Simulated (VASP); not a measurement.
An input for Quantum ESPRESSO's pw.x (written as the equivalent of a VASP run, and not itself run):

```
&CONTROL
  calculation = 'vc-relax'
  pseudo_dir = './pseudo'
  outdir = './out'
  tprnfor = .true.
  tstress = .true.
  nstep = 60
  forc_conv_thr = 0.00039
/
&SYSTEM
  ibrav = 0
  nat = 1
  ntyp = 1
  ecutwfc = 68
  occupations = 'smearing'
  smearing = 'methfessel-paxton'
  degauss = 0.00735
  input_dft = 'pz'
/
&ELECTRONS
  conv_thr = 7.3e-08
  electron_maxstep = 100
/
&IONS
/
&CELL
/
ATOMIC_SPECIES
  Ir 192.217 Ir.upf
CELL_PARAMETERS angstrom
    -0.0000000    1.9095474    1.9095474
     1.9095474    0.0000000    1.9095474
     1.9095474    1.9095474    0.0000000
ATOMIC_POSITIONS crystal
  Ir   0.0000000  0.0000000  0.0000000
K_POINTS automatic
  15 15 15 0 0 0
```

Question: Write the VASP files for the same calculation (LDA).

Answer: Several could match; the one computed here: 
### POSCAR
```
Ir
1
   -0.0000000000     1.9095473702     1.9095473702
    1.9095473702     0.0000000000     1.9095473702
    1.9095473702     1.9095473702     0.0000000000
Ir
1
Direct
  0.0000000000   0.0000000000   0.0000000000
```

### INCAR
```
SYSTEM=Ir
PREC=Accurate; ENCUT=400; LREAL=F
LASPH=T
EDIFF=1E-6; NELM=100; ALGO=Normal
LMAXMIX=6
ISMEAR=1; SIGMA=0.1
IBRION=2; NSW=60; ISIF=3
EDIFFG=-0.01
LWAVE=F; LCHARG=F
```

KPOINTS:
```
Automatic mesh
0
Gamma
15 15 15
0 0 0
```

POTCAR, in this order: Ir (LDA.64 set). Program: vasp_std.

The two are equivalent in intent, not identical: the potentials are each code's own (VASP's PAW set, PseudoDojo norm-conserving files in pw.x), so ENCUT and ecutwfc are chosen apart and not converted; conv_thr bounds pw.x's estimated SCF error, while EDIFF bounds the energy change between steps; forc_conv_thr acts on force components and is met together with etot_conv_thr.

The structure comes from a computed database's Ir entry (Fm-3m); how it stands against other phases isn't given here. It was relaxed first. The start is the result of an earlier pass.
